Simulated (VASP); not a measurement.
An input for Quantum ESPRESSO's pw.x (written as the equivalent of a VASP run, and not itself run):

```
&CONTROL
  calculation = 'scf'
  pseudo_dir = './pseudo'
  outdir = './out'
  tprnfor = .true.
  tstress = .true.
/
&SYSTEM
  ibrav = 0
  nat = 4
  ntyp = 3
  ecutwfc = 90
  occupations = 'smearing'
  smearing = 'gaussian'
  degauss = 0.003675
  input_dft = 'pbe'
  nspin = 2
  starting_magnetization(1) = 0.4
  starting_magnetization(2) = -0.4
/
&ELECTRONS
  conv_thr = 7.3e-08
  electron_maxstep = 100
/
ATOMIC_SPECIES
  Fe1 55.845 Fe.upf
  Fe2 55.845 Fe.upf
  O 15.999 O.upf
CELL_PARAMETERS angstrom
     4.4166000    2.2083000    2.2083000
     2.2083000    4.4166000    2.2083000
     2.2083000    2.2083000    4.4166000
ATOMIC_POSITIONS crystal
  Fe1  0.0000000  0.0000000  0.0000000
  Fe2  0.5000000  0.5000000  0.5000000
  O    0.2500000  0.2500000  0.2500000
  O    0.7500000  0.7500000  0.7500000
K_POINTS automatic
  8 8 8 0 0 0
HUBBARD {ortho-atomic}
U Fe1-3d 4
U Fe2-3d 4
```

Task: Translate this input to VASP (INCAR, KPOINTS, POSCAR, choice of POTCAR).

Result: Several could match; the one computed here: 
INCAR:
```
SYSTEM  =  FeO
PREC  =  Accurate; ENCUT  =  520; LREAL  =  .FALSE.
LASPH  =  .TRUE.
EDIFF  =  1E-6; NELM  =  100; ALGO  =  Normal
LMAXMIX  =  4
ISMEAR  =  0; SIGMA  =  0.05
GGA  =  PE
MAGMOM  =  4.0 -4.0 2*0.0
ISPIN  =  2
LDAUL  =  2 -1
LDAUU  =  4.0 0
LDAUJ  =  0 0
LDAU  =  .TRUE.; LDAUTYPE  =  2; LDAUPRINT  =  1
ISIF  =  2
LWAVE  =  .FALSE.; LCHARG  =  .FALSE.; LORBIT  =  10
```

**POSCAR**
```
FeO
8.83320
  0.5000000000   0.2500000000   0.2500000000
  0.2500000000   0.5000000000   0.2500000000
  0.2500000000   0.2500000000   0.5000000000
Fe O
2 2
Cart
  0.0000000000   0.0000000000   0.0000000000
  0.5000000000   0.5000000000   0.5000000000
  0.2500000000   0.2500000000   0.2500000000
  0.7500000000   0.7500000000   0.7500000000
```

**KPOINTS**
```
Automatic mesh
0
gamma
  8 8 8
0 0 0
```

POTCAR, in this order: Fe O (PBE.64 set). Program: vasp_std.

The two are equivalent in intent, not identical: the potentials are each code's own (VASP's PAW set, PseudoDojo norm-conserving files in pw.x), so ENCUT and ecutwfc are chosen apart and not converted; conv_thr bounds pw.x's estimated SCF error, while EDIFF bounds the energy change between steps; starting_magnetization is a fraction of the valence charge and MAGMOM a moment in μB, so they match only roughly; the +U projectors differ (PAW spheres against orthogonalised atomic orbitals), so the same U acts differently.

The compound is FeO in the rock salt, AFM-II order structure. The cell was not relaxed at this level. The run is one of a series of settings (LDAU = .TRUE., LDAUJ = 0 0, LDAUL = 2 -1, LDAUTYPE = 2, LDAUU = 4.0 0 against the base run), some of them coarse on purpose.
